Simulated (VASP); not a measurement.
```
GaAs
1.0
    0.00000     2.87087     2.87087
    2.87087     0.00000     2.87087
    2.87087     2.87087     0.00000
Ga As
1 1
Direct
  0.00000   0.00000   0.00000
  0.25000   0.25000   0.25000
```

All values below come from PBE GGA, VASP's PBE PAW potentials (set 64) (plane waves; VASP). Run with 400 eV cut-off, 18×18×18 Γ-centred mesh, Gaussian smearing of 0.010 eV, potentials Ga_d As.

**Question.** Estimate the energy per atom (σ→0), band gap (on the k-mesh) with the smallest direct gap where there is one.

**Answer.** 
```json
{
  "band gap (on the k-mesh)": "0.18 eV",
  "smallest direct gap (on the k-mesh)": "0.18 eV",
  "energy per atom (σ→0)": "-4.138 eV/atom"
}
```

The compound is GaAs in the zinc blende structure. It was relaxed first.
